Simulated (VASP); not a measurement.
Method: PBEsol GGA, VASP's PBE PAW potentials (set 64) (plane waves; VASP 6.6.1).

The input files of a VASP run:

**POSCAR**
```
Ho
1
    1.7739167640    -3.0725140166     0.0000000000
    1.7739167640     3.0725140166     0.0000000000
    0.0000000000     0.0000000000     5.4473286471
Ho
2
Direct
  0.3333330000   0.6666670000   0.2500000000
  0.6666670000   0.3333330000   0.7500000000
```

### KPOINTS
```
Automatic mesh
0
Gamma
13 13 8
0 0 0
```

INCAR:
```
# general
SYSTEM =Ho
PREC   =Accurate
ENCUT  =400
LREAL  =.FALSE.
LASPH  =.TRUE.

# electronic loop
EDIFF  =1E-7
NELM   =100
ALGO   =Normal
LMAXMIX=6

# smearing
ISMEAR =-5

# functional
GGA    =PS

# ions
ISIF   =2

# output
LWAVE  =.FALSE.
LCHARG =.TRUE.
LORBIT =11
NEDOS  =601
```

POTCAR, in this order: Ho_3 (PBE.64 set). Program: vasp_std.

The 4f electrons are frozen in the core of the lanthanide potential, so 4f levels, which can set the real gap, and their magnetism are missing.

**Question.** Predict the energy per atom (σ→0), band gap (on the k-mesh).

**Answer.** 
```yaml
energy per atom (σ→0): -4.940 eV/atom
band gap (on the k-mesh): none (metal, semimetal or under 0.01 eV)
```

File OSZICAR:
```
...
DAV:   7    -0.988029103670E+01   -0.61316E-02   -0.47732E-02  4350   0.301E+00    0.322E-01
DAV:   8    -0.987990101056E+01    0.39003E-03   -0.28845E-03  3893   0.600E-01    0.655E-02
DAV:   9    -0.987990670501E+01   -0.56945E-05   -0.22879E-04  4587   0.188E-01    0.322E-02
DAV:  10    -0.987990267982E+01    0.40252E-05   -0.21450E-05  4586   0.490E-02    0.331E-02
DAV:  11    -0.987990266181E+01    0.18012E-07   -0.11867E-06  4368   0.114E-02    0.450E-03
DAV:  12    -0.987990278524E+01   -0.12343E-06   -0.13654E-07  2515   0.481E-03    0.190E-03
DAV:  13    -0.987990278560E+01   -0.36061E-09   -0.34356E-08  2265   0.516E-03
   1 F= -.98799028E+01 E0= -.98799028E+01  d E =0.000000E+00
```

The compound is Ho in the hcp structure. It was relaxed first.
